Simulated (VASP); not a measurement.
A convergence study with VASP on WS$_{2}$ (atoms displaced from the space group 194 structure): one setting is varied, all else stays as given below, so the limit is that of these other settings. The cell's lengths are 1 % over those of the tabulated start and one atom is moved, so it is off equilibrium.

```
CELL_PARAMETERS angstrom
      1.59075    -2.75526     0.00000
      1.59075     2.75526     0.00000
      0.00000     0.00000    12.44320
ATOMIC_POSITIONS crystal
  W  0.33333 0.66667 0.25000
  W  0.66667 0.33333 0.75000
  S  0.33333 0.66667 0.87800
  S  0.66667 0.33333 0.37800
  S  0.66667 0.33333 0.12200
  S  0.35238 0.68571 0.62200
```

Computed with PBEsol GGA, VASP's PBE PAW potentials (set 64) (plane waves; VASP 6.6.1). The tightest run used: 1000 eV cut-off, 9×9×2 Γ-centred mesh, Gaussian smearing of 0.050 eV, potentials W_sv S.

Unless said otherwise, spin-orbit coupling is left out, though it shifts the bands of the heavy elements here. Gaps are read on the run's mesh, which can miss a band edge.

Task: The settings run are ENCUT = 150; ENCUT = 200; ENCUT = 250; ENCUT = 300; ENCUT = 350; ENCUT = 400; ENCUT = 450; ENCUT = 500; ENCUT = 550; ENCUT = 600; ENCUT = 650; ENCUT = 700; ENCUT = 750; ENCUT = 800; ENCUT = 850; ENCUT = 1000. From which on does the energy per atom stay within 0.001 eV/atom of the tightest run?

Result: From ENCUT = 400 on: it is off by 0.0006 there and by no more than 0.001 in any finer run, while ENCUT = 350 is off by 0.0012.
| setting | E (eV/atom) | pressure (GPa) | largest force (eV/Å) | gap on the mesh (eV) | plane waves | difference judged (eV/atom) |
|---|---|---|---|---|---|---|
| ENCUT = 150 | -8.4496 | -48.58 | 1.086 | 1.125 | 477 | 0.0399 |
| ENCUT = 200 | -8.3644 | -13.38 | 0.898 | 1.075 | 724 | 0.0453 |
| ENCUT = 250 | -8.3973 | -7.37 | 0.871 | 1.063 | 996 | 0.0124 |
| ENCUT = 300 | -8.4062 | -6.16 | 0.888 | 1.061 | 1320 | 0.0035 |
| ENCUT = 350 | -8.4085 | -5.73 | 0.893 | 1.061 | 1659 | 0.0012 |
| ENCUT = 400 | -8.4091 | -5.64 | 0.894 | 1.060 | 2004 | 0.0006 |
| ENCUT = 450 | -8.4091 | -5.66 | 0.895 | 1.060 | 2432 | 0.0006 |
| ENCUT = 500 | -8.4092 | -5.66 | 0.894 | 1.060 | 2792 | 0.0005 |
| ENCUT = 550 | -8.4094 | -5.64 | 0.895 | 1.060 | 3228 | 0.0003 |
| ENCUT = 600 | -8.4095 | -5.61 | 0.896 | 1.060 | 3671 | 0.0002 |
| ENCUT = 650 | -8.4096 | -5.60 | 0.896 | 1.060 | 4180 | 0.0001 |
| ENCUT = 700 | -8.4096 | -5.60 | 0.896 | 1.060 | 4616 | 0.0001 |
| ENCUT = 750 | -8.4096 | -5.60 | 0.896 | 1.060 | 5118 | 0.0001 |
| ENCUT = 800 | -8.4097 | -5.61 | 0.896 | 1.060 | 5650 | 0.0000 |
| ENCUT = 850 | -8.4097 | -5.60 | 0.896 | 1.060 | 6181 | 0.0000 |
| ENCUT = 1000 | -8.4097 | -5.59 | 0.896 | 1.060 | 7847 | 0.0000 |

Left out are rungs that failed or repeat a setting and relaxations that didn't move; long series are thinned to 24 rows.

The compound is WS2 in the 2H layered structure. The cell was not relaxed at this level, it is distorted from the ideal structure.
